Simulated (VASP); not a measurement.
Input:

```xyz
1
Lattice="-2.4954 2.4954 2.4954 2.4954 -2.4954 2.4954 2.4954 2.4954 -2.4954" Properties=species:S:1:pos:R:3 pbc="T T T"
Ba     0.0000     0.0000     0.0000
```

Method: revTPSS meta-GGA, VASP's PBE PAW potentials (set 64) (plane waves; VASP 6.6.1). Settings: 520 eV cut-off, 12×12×12 Γ-centred mesh, tetrahedra with Blöchl corrections, potentials Ba_sv.

Problem. Give the energies of bands 5 to 8 at the high-symmetry points, in eV from the Fermi level.

Solution. 
```tsv
band	Γ	H	N	P
5	-2.68	-0.54	-0.85	0.55
6	1.91	-0.54	0.73	0.55
7	1.91	4.42	1.28	0.55
8	1.91	4.42	3.35	4.04
```

It has no gap at this level: it comes out as a metal or semimetal.

The compound is Ba in the bcc structure. It was relaxed first.
